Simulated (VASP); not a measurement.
VASP ran on this input.

KPOINTS:
```
Automatic mesh
0
Gamma
7 7 7
0 0 0
```

**INCAR**
```
SYSTEM = SrO
PREC = Accurate
ENCUT = 520
EDIFF = 1E-6
NELM = 100
ALGO = Normal
LREAL = .FALSE.
LASPH = .TRUE.
ISMEAR = 0
SIGMA = 0.05
GGA = PE
LMAXMIX = 4
LWAVE = .FALSE.
LCHARG = .FALSE.
ISIF = 2
```

### POSCAR
```
SrO
1
    0.0000000000     2.5800225413     2.5800156003
    2.5800146102     0.0000000000     2.5799843463
    2.5799496519     2.5800148872     0.0000000000
Sr O
1 1
Direct
  0.0000000000   0.0000000000   0.0000000000
  0.5000000000   0.5000000000   0.5000000000
```

POTCAR, in this order: Sr_sv O (PBE.64 set). Program: vasp_std.

### Question
Does this input run properly? What does VASP do?

### Answer
There is a fault: the lattice vectors carry noise near SYMPREC. VASP stops with an error: IBZKPT: not all point group operations associated with the symmetry operators of the crystalline lattice are members of the point group of the reciprocal lattice. ----> I REFUSE TO CONTINUE WITH THIS SICK JOB ... BYE!!! <----

File standard output:
```
 POSCAR found type information on POSCAR SrO
 POSCAR found :  2 types and       2 ions
 Reading from existing POTCAR
 Reading from existing POTCAR

 -----------------------------------------------------------------------------
|                                                                             |
|           W    W    AA    RRRRR   N    N  II  N    N   GGGG   !!!           |
|           W    W   A  A   R    R  NN   N  II  NN   N  G    G  !!!           |
|           W    W  A    A  R    R  N N  N  II  N N  N  G       !!!           |
|           W WW W  AAAAAA  RRRRR   N  N N  II  N  N N  G  GGG   !            |
|           WW  WW  A    A  R   R   N   NN  II  N   NN  G    G                |
|           W    W  A    A  R    R  N    N  II  N    N   GGGG   !!!           |
|                                                                             |
|     Inconsistent Bravais lattice types found for crystalline and            |
|     reciprocal lattice:                                                     |
|                                                                             |
|        Crystalline: body-centered tetragonal                                |
|        Reciprocal : base-centered monoclinic                                |
|                    (instead of body-centered tetragonal)                    |
|                                                                             |
|     In most cases this is due to inaccuracies in the specification of       |
|     the crytalline lattice vectors.                                         |
|                                                                             |
|     Suggested SOLUTIONS:                                                    |
|      ) Refine the lattice parameters of your structure,                     |
|      ) and/or try changing SYMPREC.                                         |
|                                                                             |
 -----------------------------------------------------------------------------

 LDA part: xc-table for (Slater+PW92), standard interpolation

 -----------------------------------------------------------------------------
|                                                                             |
|     EEEEEEE  RRRRRR   RRRRRR   OOOOOOO  RRRRRR      ###     ###     ###     |
|     E        R     R  R     R  O     O  R     R     ###     ###     ###     |
|     E        R     R  R     R  O     O  R     R     ###     ###     ###     |
|     EEEEE    RRRRRR   RRRRRR   O     O  RRRRRR       #       #       #      |
|     E        R   R    R   R    O     O  R   R                               |
|     E        R    R   R    R   O     O  R    R      ###     ###     ###     |
|     EEEEEEE  R     R  R     R  OOOOOOO  R     R     ###     ###     ###     |
|                                                                             |
|     IBZKPT: not all point group operations associated with the symmetry     |
|     operators of the crystalline lattice are members of the point group     |
|     of the reciprocal lattice.                                              |
|                                                                             |
|       ---->  I REFUSE TO CONTINUE WITH THIS SICK JOB ... BYE!!! <----       |
|                                                                             |
 -----------------------------------------------------------------------------
```

To mend it, correct POSCAR.
File POSCAR:
```
SrO
1
    0.0000000000     2.5800000000     2.5800000000
    2.5800000000     0.0000000000     2.5800000000
    2.5800000000     2.5800000000     0.0000000000
Sr O
1 1
Direct
  0.0000000000   0.0000000000   0.0000000000
  0.5000000000   0.5000000000   0.5000000000
```
The mended run (PBE GGA, plane waves, VASP's PBE PAW potentials (set 64)) converges, and its OSZICAR ends with
```
   1 F= -.12047999E+02 E0= -.12047999E+02  d E =-.129419E-10
```

The compound is SrO in the rock salt structure. The cell was not relaxed at this level.
